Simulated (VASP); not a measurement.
Input:

```xyz
2
Lattice="2.7744 0.0000 0.0000 0.0000 2.7744 0.0000 0.0000 0.0000 3.7842" Properties=species:S:1:pos:R:3 pbc="T T T"
Fe     0.0000     0.0000     0.0000
Pt     1.3872     1.3872     1.8921
```
Starting moments (μB, in the order of the record's atoms Fe Pt): 3.0 0.0.

These are PBE GGA, VASP's PBE PAW potentials (set 64) (plane waves; VASP 6.6.1) values and carry that method's errors. Settings: 400 eV cut-off, 9×9×7 Γ-centred mesh, first-order Methfessel-Paxton smearing of 0.10 eV, potentials Fe Pt.

Problem. Give the stress tensor in GPa (positive for a compressed cell).

Solution. 
```
-8.45   0.00   0.00
 0.00  -8.45   0.00
 0.00   0.00  -6.36
```
The pressure is its mean diagonal, -7.75 GPa.

The compound is FePt in the L1_0 structure. The cell was not relaxed at this level. The run is one of a series of settings (KPOINTS 9×9×7 Γ-centred mesh against the base run), some of them coarse on purpose.
